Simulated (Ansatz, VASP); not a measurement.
Given: the input of a run of Ansatz 0.2.0 on KMg6Cd. Atoms were shifted at random by some hundredths of an Å from the given cell, which wasn't relaxed again for these runs. The cell comes from a database or a generator and needn't be the stable form of this composition.

Contents of input.yaml:

```yaml
crystal:
  lattice:
    - [5.335826, 0.0, 0.0]
    - [0.0, 3.391629, 5.7961295]
    - [0.0, -3.391629, 5.7961295]
  atoms:
    - { symbol: Cd, position: [0.499091, 0.655945, 0.666281] }
    - { symbol: K, position: [-0.003088, 0.830821, 0.83931] }
    - { symbol: Mg, position: [0.508536, 0.165261, 0.167025] }
    - { symbol: Mg, position: [0.502124, 0.660181, 0.186246] }
    - { symbol: Mg, position: [0.515221, 0.181765, 0.658876] }
    - { symbol: Mg, position: [0.003285, 0.340448, 0.334759] }
    - { symbol: Mg, position: [0.009004, 0.82475, 0.342243] }
    - { symbol: Mg, position: [-0.000502, 0.329748, 0.83678] }
hamiltonian:
  xc: pbe
  pseudopotentials: { kind: paw }
kpoints:
  mp_grid: { grid: [5, 5, 5] }
scf:
  occupations: { method: fermi_dirac, width: 0.05 }
output:
  forces: true
  stress: true
  eigenvalues: true
```

Potentials or basis: Ansatz PAW.

Launch:

```console
$ ansatz run input.yaml --threads 4 --pin off --max-ram 10240MiB --backend cpu --events-out ev --progress --plain --runs-dir out
```

**Question.** What does the same run look like in VASP 6.6.1? Potentials or basis there: PBE PAW files Cd, K_sv, Mg, 520 eV.

**Answer.** As run (cutoffs and basis follow the program's own potentials, and thresholds, step limits or extra output files can differ):

Contents of INCAR:

```
  PREC = Accurate
  ENCUT = 520
  EDIFF = 1E-7
  ISMEAR = -1
  SIGMA = 0.05
  LREAL = False
  LASPH = True
  NELM = 100
  ALGO = Normal
  ISIF = 2
  LWAVE = False
  LCHARG = False
  GGA = PE
  NBANDS = 26
```

File KPOINTS:

```
Automatic mesh
0
Gamma
  5 5 5
```

Contents of POSCAR:

```
KMg6Cd
1.0
    5.3358260000      0.0000000000      0.0000000000
    0.0000000000      3.3916290000      5.7961295000
    0.0000000000     -3.3916290000      5.7961295000
Cd K Mg
1 1 6
Direct
    0.4990910000      0.6559450000      0.6662810000
   -0.0030880000      0.8308210000      0.8393100000
    0.5085360000      0.1652610000      0.1670250000
    0.5021240000      0.6601810000      0.1862460000
    0.5152210000      0.1817650000      0.6588760000
    0.0032850000      0.3404480000      0.3347590000
    0.0090040000      0.8247500000      0.3422430000
   -0.0005020000      0.3297480000      0.8367800000
```

Potentials or basis: VASP PAW PBE potentials, release 64 (Cd, K_sv, Mg).

Command:

```sh
$ cat potpaw_PBE.64/Cd/POTCAR potpaw_PBE.64/K_sv/POTCAR potpaw_PBE.64/Mg/POTCAR > POTCAR
$ mpirun -np 1 vasp_std > vasp.out
```

Both were run:

|  | Ansatz | VASP |
| --- | --- | --- |
| Pressure | -0.1 GPa | -0.1 GPa |
| Largest force | 0.280 eV/Å | 0.283 eV/Å |

Ansatz's pressure holds a Pulay term of +0.01 GPa for its cutoff of 420 eV, which the other run lacks.

The potentials hold 89 and 33 valence electrons a cell.

Where Ansatz's input types no cutoff or centring, it takes its own default and a Γ-centred mesh.

Pressure is positive in compression.
